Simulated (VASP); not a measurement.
All values below come from PBEsol GGA, VASP's PBE PAW potentials (set 64) (plane waves; VASP).

The input files of a VASP run:

### POSCAR
```
Ta2Co
6.084280
 -0.5000000000   0.5000000000   0.4080614304
  0.5000000000  -0.5000000000   0.4080614304
  0.5000000000   0.5000000000  -0.4080614304
Ta Co
4 2
Cartesian
  0.6613500000   0.1613500000  -0.0000000000
 -0.1613500000   0.3386500000   0.4080614304
  0.3386500000   0.1613500000   0.4080614304
  0.1613500000   0.3386500000   0.0000000000
  0.0000000000   0.0000000000   0.6120921457
  0.0000000000   0.0000000000   0.2040307152
```

**INCAR**
```
! general
SYSTEM   =  Ta2Co
PREC     =  Accurate
ENCUT    =  300
LREAL    =  F
LASPH    =  T   ! aspherical one-centre terms

! electronic loop
EDIFF    =  1E-6   ! SCF stop (eV)
NELM     =  100
ALGO     =  Normal   ! blocked Davidson
LMAXMIX  =  6   ! l cut-off of mixed one-centre charges

! smearing
ISMEAR   =  -1   ! Fermi-Dirac
SIGMA    =  0.1   ! width (eV)

! functional
GGA      =  PS   ! PBEsol

! ions
ISIF     =  2   ! forces and stress, cell fixed

! output
LWAVE    =  F
LCHARG   =  F
```

### KPOINTS
```
Automatic mesh
0
Gamma
 5 5 5
0 0 0
```

POTCAR, in this order: Ta_pv Co (PBE.64 set). Program: vasp_std.

Output of the run:

**OUTCAR**
```
 ion  position               nearest neighbor table
   1  0.161  0.661  0.823-   5 2.60   6 2.60   5 2.60   6 2.60   2 2.78   2 2.91   2 2.91   4 3.17
                             3 3.17   3 3.17   4 3.17   4 3.23   3 3.23   3 3.23   4 3.23
   2  0.839  0.339  0.177-   5 2.60   6 2.60   5 2.60   6 2.60   1 2.78   1 2.91   1 2.91   3 3.17
                             4 3.17   4 3.17   3 3.17   3 3.23   4 3.23   4 3.23   3 3.23
   3  0.661  0.839  0.500-   6 2.60   5 2.60   5 2.60   6 2.60   4 2.78   4 2.91   4 2.91   2 3.17
                             1 3.17   1 3.17   2 3.17   1 3.23   2 3.23   1 3.23   2 3.23
   4  0.339  0.161  0.500-   5 2.60   6 2.60   6 2.60   5 2.60   3 2.78   3 2.91   3 2.91   1 3.17
                             2 3.17   1 3.17   2 3.17   2 3.23   1 3.23   2 3.23   1 3.23
   5  0.750  0.750  0.000-   6 2.48   6 2.48   1 2.60   2 2.60   3 2.60   4 2.60   3 2.60   4 2.60
                             1 2.60   2 2.60
   6  0.250  0.250  0.000-   5 2.48   5 2.48   1 2.60   2 2.60   4 2.60   2 2.60   4 2.60   1 2.60
                             3 2.60   3 2.60
  LATTYP: Found a body centered tetragonal cell.
 ALAT       =     6.0842800000
 C/A-ratio  =     0.8161228609
 Subroutine PRICEL returns:
 Original cell was already a primitive cell.
 Subroutine GETGRP returns: Found 16 space group operations
The static configuration has the point symmetry C_4h.
 The point group associated with its full space group is D_4h.
The dynamic configuration has the point symmetry C_4h.
 Subroutine INISYM returns: Found 16 space group operations
 Subroutine IBZKPT returns following result:
 Found     18 irreducible k-points:
...
```

### OSZICAR
```
       N       E                     dE             d eps       ncg     rms          rms(c)
DAV:   1     0.463632669270E+03    0.46363E+03   -0.23724E+04  1332   0.127E+03
DAV:   2    -0.364983287481E+02   -0.50013E+03   -0.48827E+03  1352   0.413E+02
DAV:   3    -0.709112882168E+02   -0.34413E+02   -0.31347E+02  1609   0.104E+02
DAV:   4    -0.732331126341E+02   -0.23218E+01   -0.22666E+01  1747   0.241E+01
DAV:   5    -0.733074522771E+02   -0.74340E-01   -0.74173E-01  1942   0.430E+00    0.376E+01
DAV:   6    -0.913827090815E+02   -0.18075E+02   -0.18639E+02  1861   0.139E+02    0.419E+01
DAV:   7    -0.673785161367E+02    0.24004E+02   -0.74241E+01  1709   0.799E+01    0.138E+01
DAV:   8    -0.687965599579E+02   -0.14180E+01   -0.17148E+01  2009   0.253E+01    0.141E+01
DAV:   9    -0.674743740546E+02    0.13222E+01   -0.10930E+01  1932   0.269E+01    0.420E+00
DAV:  10    -0.674406178506E+02    0.33756E-01   -0.35687E-01  1781   0.410E+00    0.275E+00
DAV:  11    -0.674018413422E+02    0.38777E-01   -0.59408E-02  1953   0.166E+00    0.158E+00
DAV:  12    -0.673846802572E+02    0.17161E-01   -0.46398E-02  1919   0.204E+00    0.239E-01
DAV:  13    -0.673851751995E+02   -0.49494E-03   -0.48655E-03  1519   0.329E-01    0.227E-01
DAV:  14    -0.673850077991E+02    0.16740E-03   -0.24814E-04  2028   0.102E-01    0.153E-01
DAV:  15    -0.673848515062E+02    0.15629E-03   -0.56786E-04  1939   0.242E-01    0.194E-02
DAV:  16    -0.673848542750E+02   -0.27688E-05   -0.36307E-05  1419   0.361E-02    0.891E-03
DAV:  17    -0.673848545270E+02   -0.25193E-06   -0.11803E-06   938   0.841E-03
   1 F= -.67384855E+02 E0= -.67297170E+02  d E =-.175370E+00
```

**OUTCAR**
```
------------------------ aborting loop because EDIFF is reached ----------------------------------------
  FORCE on cell =-STRESS in cart. coord.  units (eV):
  Direction    XX          YY          ZZ          XY          YZ          ZX
  --------------------------------------------------------------------------------------
  Total       -2.2524203     -2.2524203     -2.9182176      0.0000000      0.0000000      0.0000000
  in kB      -39.2651168    -39.2651168    -50.8715683      0.0000000      0.0000000      0.0000000
  external PRESSURE =     -43.1339340 kB  Pullay stress =       0.0000000 kB
  volume of cell :       91.91
      direct lattice vectors                 reciprocal lattice vectors
    -3.042140000  3.042140000  2.482760000     0.000000000  0.164357985  0.201388777
     3.042140000 -3.042140000  2.482760000     0.164357985  0.000000000  0.201388777
     3.042140000  3.042140000 -2.482760000     0.164357985  0.164357985  0.000000000
 POSITION                                       TOTAL-FORCE (eV/Angst)
 -----------------------------------------------------------------------------------
      4.02384      0.98170      0.00000         0.004120      0.004120     -0.000000
     -0.98170      2.06044      2.48276        -0.004120     -0.004120      0.000000
      2.06044      0.98170      2.48276        -0.004120      0.004120     -0.000000
      0.98170      2.06044      0.00000         0.004120     -0.004120     -0.000000
      0.00000      0.00000      3.72414         0.000000      0.000000     -0.000000
      0.00000      0.00000      1.24138         0.000000      0.000000     -0.000000
 -----------------------------------------------------------------------------------
    total drift:                               -0.000000     -0.000000      0.000000
  FREE ENERGIE OF THE ION-ELECTRON SYSTEM (eV)
  ---------------------------------------------------
  free  energy   TOTEN  =       -67.3848545270 eV

  energy  without entropy=      -67.2094849653  energy(sigma->0) =      -67.29716975
```
(Selected blocks of OUTCAR.)

At this cut-off the stress carries a Pulay error, which pulls relaxed volumes low.

The structure comes from a computed database's Ta2Co entry (I4/mcm); how it stands against other phases isn't given here. The cell was not relaxed at this level. The k-mesh is coarse (spacing up to 0.33 per Å, 2π included), so the numbers may not be converged in it. The run is one of a series of settings (KPOINTS 5×5×5 Γ-centred mesh against the base run), some of them coarse on purpose. The run is not spin-polarised, so no magnetic state was tried.
